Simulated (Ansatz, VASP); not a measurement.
**Cross-check of Ti (Titanium) between VASP and Ansatz**

Aim: how closely do two programs agree when they are given the same cell, functional and k mesh? The cell is taken from a series of runs on this material, whose earlier steps may have relaxed, scaled, displaced or heated it; both programs get it as it stands.

Method: plane waves, with VASP 6.6.1 beside it; zone-centre phonons at PBEsol, in Ansatz 0.2.0.

### 1. Set-up

Symmetry: P6_3/mmc, No. 194, hexagonal system. Conventional cell: a = 3.016 Å, b = 3.016 Å, c = 4.443 Å, α = 90.00°, β = 90.00°, γ = 120.00°. Nearest to Ti lie 12 Ti at 2.82 to 3.02 Å.

### 2. Ansatz: zone-centre phonons, PBEsol

Ansatz runs on its PAW soft_1 files.

Second derivatives magnify differences that forces hide, and they need a tight electronic threshold.

input.yaml

```yaml
crystal:
  lattice:
    - [3.0164596429, 0.0, 0.0]
    - [-1.5082298214, 2.6123306802, 0.0]
    - [0.0, 0.0, 4.4431079347]
  atoms:
    - { symbol: Ti, position: [0.3333333333, 0.6666666667, 0.25] }
    - { symbol: Ti, position: [0.6666666667, 0.3333333333, 0.75] }
kpoints:
  mp_grid: { grid: [18, 18, 12] }
hamiltonian:
  xc: pbesol
  pseudopotentials: { kind: paw, azcp: { folder: soft_1 }, xc_functional: pbe }
scf:
  occupations: { method: methfessel_paxton, width: 0.2 }
output:
  eigenvalues: true
phonons:
  method: dfpt
```

Run with:

```bash
ansatz run input.yaml --threads 4 --pin off --max-ram 10240MiB --backend cpu --events-out ev --progress --plain --runs-dir out
```

Numbers of over 12 decimals in the logs are rounded to 6 here.

What it wrote:

```text
zone centre: on kpoints.mp_grid the ground state, and the responses unless they are solved on pairs of k-points, stand on 637 of the mesh's 3888 k-points, reduced under 4 symmetry operations, with k and −k counted as one. Each operation leaves every solved displacement unchanged or reverses it
Engine: ansatz 0.2.0, aarch64-unknown-linux-gnu
Pseudopotentials: kind: paw
Pseudopotential: Ti, paw, valence charge 12, recommended cutoff 420 eV (normal), soft_1/Ti.paw.azcp
Functional definition: PBEsol
  exchange = pbesol_x
  correlation = pbesol_c
Crystal: 2 atoms, lattice volume = 35.012 Å³
Basis set: ecut = 420 eV, 663 PW (Γ), exchange–correlation on 48×48×60 points (8 copies of the dense FFT grid, shifted against one another)
Bands: 16, of which v1, the nominal top of the filled ones, is band 12 counted from 1 (11 counted from 0)
Symmetry: 24 space group operations
k-points: 637 of 3888 (irreducible under 4 space group operations, time reversal used)
Non-local potential: Ti, projectors of the file, l = 0: 3, l = 1: 2, l = 2: 3, l = 3: 1
PAW form: soft (Blöchl's): semilocal exchange-correlation on the pseudo side does not see the compensation charge
PAW frozen core: Ti, regenerated for the run's functional, and the local potential with it (the file was generated under x = pbe(κ = 0.804, μ = 0.219515), c = pbe(β = 0.066725))
PAW one-centre angular grid: Ti, 590 points (default); XC on 64 Gauss nodes
Initial density: superposition of atomic densities (chi_scale 0.1, normalization cell)
Initial wavefunctions: pseudopotential atomic-orbital guess
Functional: x = pbesol(κ = 0.804, μ = 0.123457), c = pbesol(β = 0.046)
SCF iter   1: F=—  HF=-4948.218677 eV  |F-HF|=—  |Δ(HF+E_count)|=         —  Δρ=6.35e-2  dr2=1.48e0  ethr=3.10e-3  ⟨swp⟩=4.3  Hψ=89110  notcnv=0
automatic band count: the SCF goes on with 20 bands, as 16 were too few: they end inside the smearing window of the response
preconditioner: auto → none  [metal: Δε(μ)=0.024 eV  Ē_g=4.545 eV  σ=0.200 eV  W_gap=0.10  n_scr=8 (ndim 8)  ℏωp=17.7 eV  f_vac=0.000  D(μ)=1.60/eV (n_scr^D=22)  sad-step TF]
SCF iter   2: F=—  HF=-4947.896115 eV  |F-HF|=—  |Δ(HF+E_count)|=   3.23e-1  S|Δr|=    0.00e0  Δρ=3.62e-2  dr2=5.09e-1  ethr=3.10e-3  ⟨swp⟩=2.0  Hψ=21440  notcnv=0  defer=816
SCF iter   3: F=—  HF=-4947.734373 eV  |F-HF|=—  |Δ(HF+E_count)|=   1.62e-1  S|Δr|=    0.00e0  Δρ=1.43e-3  dr2=3.36e-4  ethr=2.12e-3  ⟨swp⟩=2.5  Hψ=20852  notcnv=0  defer=816
SCF iter   4: F=—  HF=-4947.734473 eV  |F-HF|=—  |Δ(HF+E_count)|=   1.00e-4  S|Δr|=    0.00e0  Δρ=1.33e-4  dr2=2.34e-6  ethr=1.40e-6  ⟨swp⟩=2.2  Hψ=22162  notcnv=0  defer=776
SCF iter   5: F=—  HF=-4947.734479 eV  |F-HF|=—  |Δ(HF+E_count)|=   6.11e-6  S|Δr|=    0.00e0  Δρ=6.42e-5  dr2=1.14e-6  ethr=9.75e-9  ⟨swp⟩=2.0  Hψ=20974  notcnv=0  defer=776
SCF iter   6: F=—  HF=-4947.734479 eV  |F-HF|=—  |Δ(HF+E_count)|=   3.91e-7  S|Δr|=    0.00e0  Δρ=6.10e-6  dr2=7.55e-9  ethr=4.76e-9  ⟨swp⟩=3.0  Hψ=21752  notcnv=0  defer=776
SCF iter   7: F=—  HF=-4947.734479 eV  |F-HF|=—  |Δ(HF+E_count)|=   3.21e-9  S|Δr|=    0.00e0  Δρ=7.11e-7  dr2=1.20e-10  ethr=3.14e-11  ⟨swp⟩=2.7  Hψ=20470  notcnv=0  defer=776
SCF iter   8: F=-4947.734479 eV  HF=-4947.734479 eV  |F-HF|=1.82e-12  |Δ(HF+E_count)|=  4.18e-11  S|Δr|=    0.00e0  Δρ=9.17e-8  dr2=2.02e-12  ethr=1.00e-12  ⟨swp⟩=8.7  Hψ=49590  notcnv=0
SCF 1 converged in 8 iterations: F = -4947.734479 eV  dr2 = 2.02e-12
  greatest PAW one-centre occupation: 0.999 electrons in one spin orbital (limit 2), on the Ti atom at site 1 (counted from 0), in its partial waves of l = 0
DFPT response loops at Γ: preconditioner auto → Kerker (q_TF=auto, 2.562 Å⁻¹) (partly filled bands, converged f_vac=0.000); β = 1.00, the filter's whole step (`scf.mixing.beta` (0.50) is not read by the response loops under this deck's `scf.mixing.preconditioner`; to damp them name `kerker` or `kerker_dos`, under which they read `scf.mixing.beta`, and type it under 1.00, their step now; both keys bind the ground state too); Broyden in place of MSR1
SCF converged after 8 iterations
Stability not checked: this state was not tested for a lower state beside it, because cold or Methfessel-Paxton smearing, or corrected tetrahedra, fill the levels in a way that the test cannot read (fill_not_monotonic; see scf.lower_state_search)
Free energy (F): -4947.734479 eV
Harris-Foulkes:  -4947.734479 eV  (|F-HF|=1.82e-12)
Internal energy: -4947.738916 eV  (E = F + TS)
E sigma→0 (E₀):  -4947.735588 eV
Entropy (-TS):   0.004437 eV (2.218 meV/atom)
Fermi energy:    13.063809 eV
--- Per-component energies (eV) ---
  E_band       = -321.286801
  E_kinetic    = 561.144738
  E_local      = -1760.338514  (includes V_loc(G=0)·N_el)
  E_nonlocal   = 123.509998
  E_hartree    = 695.313901
  E_xc         = -230.009807
  E_vxc        = -289.313273  (∫ρ·V_xc dr)
  E_paw        = -2034.334769  (= ΣΔE_a)
  E_vpaw       = -346.917458  (= ΣTr[D̂ρ^β])
  E_aug_tail   = -0.000154  (compensation charges beyond the density's cutoff)
  E_ewald      = -2303.303078
  E_core_change = 0.278769  (= ΣΔE_core)
  E_smearing   = 0.004437  (= −TS)
  E_closure    = -0.000000  (closes the sum)
  Σ components = -4947.734479   (vs F -4947.734479, Δ=0.00e0)
--- Band table (eV; the first three rows and the last of 637) ---
  k-point 0: bands = [... 8 lower, 6.8804, 10.3965, 13.7144, 13.7144, 14.2978, 14.2978, 14.3392, 14.3392, ... 4 higher]
  k-point 1: bands = [... 8 lower, 6.9451, 10.3822, 13.6424, 13.6424, 14.2872, 14.2872, 14.3315, 14.3544, ... 4 higher]
  k-point 2: bands = [... 8 lower, 7.1366, 10.3221, 13.5207, 13.5207, 14.0038, 14.1505, 14.1505, 14.2201, ... 4 higher]
  k-point 636: bands = [... 8 lower, 11.0443, 11.0443, 12.4940, 12.4940, 12.9219, 12.9219, 14.5577, 14.5577, ... 4 higher]
--- Phonons (Γ-DFPT): 2 representative perturbations + reference, on 637 of 3888 k-points (Σ response iterations 6) ---
  k mesh reduced under 4 symmetry operations, with k and −k counted as one. Each operation leaves every solved displacement unchanged or reverses it
  ASR residual: 5.129e-5 → 0.000e0 eV/Å²; symmetrization residual: 5.032e-10 eV/Å²
  ASR residual per site (eV/Å²): 5.13e-5 5.13e-5
  Γ frequencies (cm⁻¹): 0.00 0.00 0.00 138.07 138.07 228.50
  non-analytic LO–TO correction: not included (Born effective charges unavailable; polar crystals: no LO–TO splitting at Γ)
```

### 3. VASP: zone-centre phonons, PBEsol

The same cell, functional, mesh and smearing now go to VASP, with its own data sets.

Lines of VASP's logs that name or quote its potential files are left out, and so is its time.

INCAR

```
SYSTEM = Ti
PREC = Accurate
ENCUT = 500
EDIFF = 1E-08
NELM = 120
ISMEAR = 1
SIGMA = 0.2
LREAL = .FALSE.
ALGO = Normal
GGA = PS
NBANDS = 18
LASPH = .TRUE.
LORBIT = 11
LWAVE = .FALSE.
LCHARG = .FALSE.
ISIF = 2
IBRION = 8
GGA_COMPAT = .FALSE.
KPAR = 2
```

POSCAR

```
Ti
1.0
    3.0164596429      0.0000000000      0.0000000000
   -1.5082298214      2.6123306802      0.0000000000
    0.0000000000      0.0000000000      4.4431079347
Ti
2
Direct
    0.3333333333      0.6666666667      0.2500000000
    0.6666666667      0.3333333333      0.7500000000
```

KPOINTS

```
Automatic mesh
0
Gamma
18 18 12
0 0 0
```

The projector-augmented-wave data sets are Ti_sv (PBE family, release 64).

Run with:

```bash
mpirun -np 2 vasp_std
```

What it wrote:

```text
[banner, memory and clock lines left out]
running    2 mpi-ranks, on    1 nodes
 distrk:  each k-point on    1 cores,    2 groups
 distr:  one band on    1 cores,    1 groups

 POSCAR found type information on POSCAR Ti
 POSCAR found :  1 types and       2 ions
|                                                                             |
|               ----> ADVICE to this user running VASP <----                  |
|                                                                             |
|     You enforced a specific xc type in the INCAR file but a different       |
|     [... a line on the potential file left out ...]
|     I HOPE YOU KNOW WHAT YOU ARE DOING!                                     |
|                                                                             |

 LDA part: xc-table for (Slater+PW92), standard interpolation
 POSCAR, INCAR and KPOINTS ok, starting setup
 FFT: planning ... GRIDC
 FFT: planning ... GRID_SOFT
 FFT: planning ... GRID
 WAVECAR not read
 entering main loop
       N       E                     dE             d eps       ncg     rms          rms(c)
DAV:   1     0.253181136954E+03    0.25318E+03   -0.12950E+04  9324   0.162E+03
DAV:   2     0.104887775469E+02   -0.24269E+03   -0.23968E+03  9512   0.450E+02
DAV:   3    -0.178189992449E+02   -0.28308E+02   -0.28002E+02 17694   0.126E+02
DAV:   4    -0.189455519825E+02   -0.11266E+01   -0.11256E+01 10754   0.265E+01
DAV:   5    -0.190002871469E+02   -0.54735E-01   -0.54726E-01 14484   0.415E+00    0.124E+01
DAV:   6    -0.166182984787E+02    0.23820E+01   -0.89612E+00 10978   0.307E+01    0.294E+00
DAV:   7    -0.165961533558E+02    0.22145E-01   -0.85465E-01 14178   0.680E+00    0.207E+00
DAV:   8    -0.166210665796E+02   -0.24913E-01   -0.23105E-01 11008   0.585E+00    0.745E-01
DAV:   9    -0.166111005371E+02    0.99660E-02   -0.58018E-02 11132   0.247E+00    0.659E-02
DAV:  10    -0.166113904034E+02   -0.28987E-03   -0.25672E-03 13454   0.349E-01    0.955E-02
DAV:  11    -0.166114978470E+02   -0.10744E-03   -0.31855E-04 11240   0.121E-01    0.300E-02
DAV:  12    -0.166114931927E+02    0.46543E-05   -0.31609E-05 13230   0.425E-02    0.147E-02
DAV:  13    -0.166114925441E+02    0.64858E-06   -0.27186E-06 11060   0.153E-02    0.309E-03
DAV:  14    -0.166114925453E+02   -0.11878E-08   -0.73180E-07 13238   0.622E-03    0.849E-04
DAV:  15    -0.166114924198E+02    0.12549E-06   -0.55387E-08 10438   0.194E-03    0.106E-04
DAV:  16    -0.166114924582E+02   -0.38399E-07   -0.46469E-09  5642   0.482E-04    0.120E-04
DAV:  17    -0.166114924536E+02    0.46375E-08   -0.12624E-09  5414   0.324E-04
   1 F= -.16611492E+02 E0= -.16612966E+02  d E =0.441939E-02
 Linear response reoptimize wavefunctions to high precision
DAV:   1    -0.166114924531E+02    0.47294E-09   -0.46191E-10  5770   0.174E-04
DAV:   2    -0.166114924531E+02   -0.59117E-11   -0.21142E-10  5318   0.108E-04
 Linear response DOF=           2
 Linear response progress:
  Degree of freedom:   1/  2
       N       E                     dE             d eps       ncg     rms          rms(c)
RMM:   1    -0.599107799250E+00   -0.59911E+00    0.27049E+01 41451   0.144E+02
RMM:   2    -0.574693249410E+00    0.24415E-01   -0.35694E-01 76077   0.481E+00    0.268E-01
RMM:   3    -0.571144329995E+00    0.35489E-02   -0.19821E-02 85843   0.128E+00    0.121E-01
RMM:   4    -0.571374588538E+00   -0.23026E-03   -0.96465E-03 99904   0.579E-01    0.151E-02
RMM:   5    -0.572051330955E+00   -0.67674E-03   -0.16536E-03104219   0.217E-01    0.114E-02
RMM:   6    -0.572704327248E+00   -0.65300E-03   -0.79144E-04103580   0.112E-01    0.100E-02
RMM:   7    -0.572967990180E+00   -0.26366E-03   -0.14631E-04 99457   0.530E-02    0.428E-03
RMM:   8    -0.573197715191E+00   -0.22973E-03   -0.51337E-05102894   0.300E-02    0.947E-04
RMM:   9    -0.573250758511E+00   -0.53043E-04   -0.15553E-05106228   0.159E-02    0.404E-04
RMM:  10    -0.573253690129E+00   -0.29316E-05    0.97639E-06106628   0.854E-03    0.187E-04
RMM:  11    -0.573258401237E+00   -0.47111E-05   -0.56104E-06107995   0.496E-03    0.127E-04
RMM:  12    -0.573263094516E+00   -0.46933E-05   -0.39717E-08104266   0.306E-03    0.788E-05
RMM:  13    -0.573258436094E+00    0.46584E-05   -0.47188E-06103957   0.205E-03    0.948E-05
RMM:  14    -0.573260257338E+00   -0.18212E-05   -0.10389E-06105900   0.142E-03    0.511E-05
[...]
RMM:  21    -0.573262429783E+00   -0.43356E-08   -0.10232E-06104191   0.385E-04    0.166E-05
RMM:  22    -0.573262499947E+00   -0.70164E-07   -0.98411E-07 95370   0.358E-04    0.129E-05
RMM:  23    -0.573262494285E+00    0.56619E-08   -0.79972E-07 99480   0.334E-04    0.112E-05
RMM:  24    -0.573262569474E+00   -0.75189E-07   -0.67531E-07 92938   0.320E-04    0.565E-06
RMM:  25    -0.573262565967E+00    0.35077E-08   -0.70620E-07105895   0.298E-04    0.592E-06
RMM:  26    -0.573262573338E+00   -0.73708E-08   -0.43780E-07 99097   0.285E-04    0.479E-06
RMM:  27    -0.573262581037E+00   -0.76993E-08   -0.48851E-07100932   0.274E-04    0.474E-06
RMM:  28    -0.573262576836E+00    0.42013E-08   -0.30121E-07 97835   0.264E-04    0.553E-06
 first order change of Fermi-energy   0.53562E-04
 force on displaced ion       1 direction 1 :  -1.704  -0.000   0.000
 Linear response progress:
  Degree of freedom:   2/  2
       N       E                     dE             d eps       ncg     rms          rms(c)
RMM:   1    -0.647505248563E+00   -0.64751E+00    0.33475E+01 14248   0.147E+02
RMM:   2    -0.614412940750E+00    0.33092E-01   -0.35209E-01 26448   0.480E+00    0.276E-01
RMM:   3    -0.612803960312E+00    0.16090E-02   -0.24306E-02 29074   0.128E+00    0.122E-01
RMM:   4    -0.613978735633E+00   -0.11748E-02   -0.10281E-02 33436   0.570E-01    0.363E-02
RMM:   5    -0.614448078546E+00   -0.46934E-03   -0.22146E-03 32274   0.241E-01    0.242E-02
RMM:   6    -0.614877520159E+00   -0.42944E-03   -0.93898E-04 34509   0.134E-01    0.125E-02
RMM:   7    -0.615200877954E+00   -0.32336E-03   -0.17760E-04 34889   0.603E-02    0.796E-03
RMM:   8    -0.615675250525E+00   -0.47437E-03   -0.66660E-05 32030   0.367E-02    0.212E-03
RMM:   9    -0.615706575745E+00   -0.31325E-04   -0.27283E-05 34850   0.189E-02    0.877E-04
RMM:  10    -0.615701736831E+00    0.48389E-05   -0.15496E-05 36078   0.107E-02    0.254E-04
RMM:  11    -0.615701105609E+00    0.63122E-06   -0.15070E-05 35769   0.634E-03    0.175E-04
RMM:  12    -0.615706091607E+00   -0.49860E-05   -0.14271E-05 35119   0.414E-03    0.920E-05
RMM:  13    -0.615708293795E+00   -0.22022E-05   -0.13060E-05 36505   0.281E-03    0.297E-05
RMM:  14    -0.615708425110E+00   -0.13132E-06   -0.12710E-05 36438   0.201E-03    0.180E-05
RMM:  15    -0.615708669448E+00   -0.24434E-06   -0.10384E-05 36502   0.153E-03    0.171E-05
RMM:  16    -0.615708804486E+00   -0.13504E-06   -0.86170E-06 36712   0.123E-03    0.201E-05
RMM:  17    -0.615708615243E+00    0.18924E-06   -0.93975E-06 34817   0.104E-03    0.378E-05
RMM:  18    -0.615708887176E+00   -0.27193E-06   -0.63300E-06 32762   0.910E-04    0.227E-05
RMM:  19    -0.615708987610E+00   -0.10043E-06   -0.63174E-06 34445   0.805E-04    0.187E-05
RMM:  20    -0.615709060757E+00   -0.73147E-07   -0.46861E-06 35109   0.718E-04    0.181E-05
RMM:  21    -0.615709203339E+00   -0.14258E-06   -0.57755E-06 32263   0.664E-04    0.174E-05
RMM:  22    -0.615709231131E+00   -0.27792E-07   -0.37890E-06 37356   0.599E-04    0.187E-05
 first order change of Fermi-energy  -0.48333E-04
 force on displaced ion       1 direction 3 :   0.000   0.000  -4.589
 Linear response finished
```

(Part 1 of 2 ends here.)

[Lines on the potential files, build, host, timing and source positions are cut from VASP's logs without a mark.]

[Logs are printed without paths, hosts, clocks, repeated set-up lines and the standing remarks that a program may print on its own settings, such as how far it seeks lower states.]

[Hosts, paths, dates, database ids (printed as entryN), source tags and the programs' standing remarks are cut or masked in the printed files.]
